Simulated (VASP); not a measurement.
Crystal: TlBi.

```
CELL_PARAMETERS angstrom
3.98824 0.00000 0.00000
0.00000 3.98824 0.00000
0.00000 0.00000 3.98824
ATOMIC_POSITIONS crystal
Tl 0.00000 0.00000 0.00000
Bi 0.50000 0.50000 0.50000
```

The cell comes from a database or a generator and needn't be the stable form of this composition.

```yaml
Program: VASP 6.6.1
Task: relaxation of cell and atoms
Functional: PBEsol
Potentials_or_basis: VASP PAW PBE potentials, release 64 (Tl_d, Bi_d)
Cutoff: 600 eV
k_mesh: 10 × 10 × 10
Occupations: gaussian, width 0.1 eV
Spin: no spin polarisation
```

At the start: pressure -2.7 GPa; volume 31.72 Å³/atom.

How do energy, volume and symmetry change on relaxing?

Over 5 steps the energy falls by 20.6 meV/atom and the volume is 29.47 Å³/atom (-7.1 %); space group Pm-3m (No. 221, to 0.05 Å).

Step by step:
| step | energy change (eV) | largest force (eV/Å) | pressure (GPa) | volume (Å³) |
| --- | --- | --- | --- | --- |
| 1 | 0.0000 | 0.0000 | -2.73 | 63.44 |
| 2 | -0.0410 | 0.0000 | 0.27 | 58.60 |
| 3 | -0.0412 | 0.0000 | -0.03 | 58.95 |
| 4 | -0.0412 | 0.0000 | 0.05 | 58.86 |
| 5 | -0.0412 | 0.0000 | -0.02 | 58.94 |

Final structure:
```cif
data_structure
_symmetry_space_group_name_H-M 'P 1'
_symmetry_Int_Tables_number 1
_cell_length_a 3.8916
_cell_length_b 3.8916
_cell_length_c 3.8916
_cell_angle_alpha 90.000
_cell_angle_beta 90.000
_cell_angle_gamma 90.000
_cell_volume 58.94
loop_
_atom_site_label
_atom_site_type_symbol
_atom_site_fract_x
_atom_site_fract_y
_atom_site_fract_z
_atom_site_occupancy
Tl1 Tl 0.00000 0.00000 0.00000 1
Bi1 Bi 0.50000 0.50000 0.50000 1
```

Caveat: the PAW data sets were made with another functional, which shifts forces and pressure a little.
